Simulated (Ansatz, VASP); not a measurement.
**One calculation of HfGeCl, two programs**

The input POSCAR:

```
HfGeCl
1.0
    3.6972640000      0.0000000000      0.0000000000
    0.0000000000      3.6972640000      0.0000000000
    0.0000000000      0.0000000000      8.4741690000
Hf Ge Cl
2 2 2
Direct
    0.0000000000      0.5000000000      0.2590000000
    0.5000000000      0.0000000000      0.7410000000
    0.0000000000      0.0000000000      0.0000000000
    0.5000000000      0.5000000000      0.0000000000
    0.0000000000      0.5000000000      0.6150000000
    0.5000000000      0.0000000000      0.3850000000
```

File INCAR.step1:

```
ALGO = Normal ; EDIFF = 1E-4
ENCUT = 520 ; GGA = PE
ISMEAR = -1 ; LASPH = T
LCHARG = F ; LREAL = F
LWAVE = T ; NBANDS = 40
NELM = 60 ; PREC = Accurate
SIGMA = 0.0899
```

The input INCAR.step2:

```
ALGO = Normal ; EDIFF = 1E-6
ENCUT = 520 ; ISIF = 2
ISMEAR = -1 ; ISTART = 1
LASPH = T ; LCHARG = F
LMIXTAU = T ; LREAL = F
LWAVE = F ; METAGGA = R2SCAN
NBANDS = 40 ; NELM = 60
PREC = Accurate ; SIGMA = 0.0899
```

File KPOINTS:

```
k-points
0
Gamma
  5 5 2
```

Input for Ansatz:

```yaml
crystal:
  lattice:
    - [3.697264, 0.0, 0.0]
    - [0.0, 3.697264, 0.0]
    - [0.0, 0.0, 8.474169]
  atoms:
    - { symbol: Hf, position: [0.0, 0.5, 0.259] }
    - { symbol: Hf, position: [0.5, 0.0, 0.741] }
    - { symbol: Ge, position: [0.0, 0.0, 0.0] }
    - { symbol: Ge, position: [0.5, 0.5, 0.0] }
    - { symbol: Cl, position: [0.0, 0.5, 0.615] }
    - { symbol: Cl, position: [0.5, 0.0, 0.385] }
  symmetry: { tolerance: 0.0003 }
kpoints:
  mp_grid: { grid: [5, 5, 2], shift: [0, 0, 0] }
magnetization:
  spin_polarized: false
scf:
  occupations: { method: fermi_dirac, width: 0.0899 }
hamiltonian:
  pseudopotentials: { kind: paw }
  xc: r2scan
basis:
  ecutwfc: 500
output:
  forces: true
  stress: true
  eigenvalues: true
```

The cell was built by a generator and needn't be a form met in nature.

Alike in both runs: task single point; functional r2SCAN; k mesh 5 × 5 × 2; occupations fermi-dirac, width 0.0899 eV; no spin polarisation.

|  | VASP | Ansatz |
| --- | --- | --- |
| version | VASP 6.6.1 | Ansatz 0.2.0 |
| potentials or method | VASP PAW PBE potentials, release 64 (Hf_pv, Ge_d, Cl) | PAW plane waves |
| plane-wave cutoff (eV) | 520 | 500 |
| valence electrons in the cell | 62 | 94 |

VASP gave:

```
gap on the k mesh at the Fermi level (eV)       : none
pressure (GPa)                                  : -5.5
largest component of the traceless stress (GPa) : 4.75
rms of the force components (eV/Å)              : 0.716
```

Task: Which values does Ansatz return?

Result: gap on the k mesh at the Fermi level (eV): none; pressure (GPa): -5.0; largest component of the traceless stress (GPa): 4.67; rms of the force components (eV/Å): 0.705.

Atom by atom the forces differ by 0.011 eV/Å (rms over components). A gap of «none» marks a metal or a gap that the smearing closes. With one functional, cell and mesh, what is left measures potentials, basis and numerics. The two sets of potentials don't hold the same shells in valence.

Caveats: the k mesh is coarse (spacing up to 0.37 Å⁻¹), so the values aren't converged; the PAW data sets were made with another functional, which shifts forces and pressure a little (VASP). Spin-orbit coupling is left out, which matters for the levels of Hf.
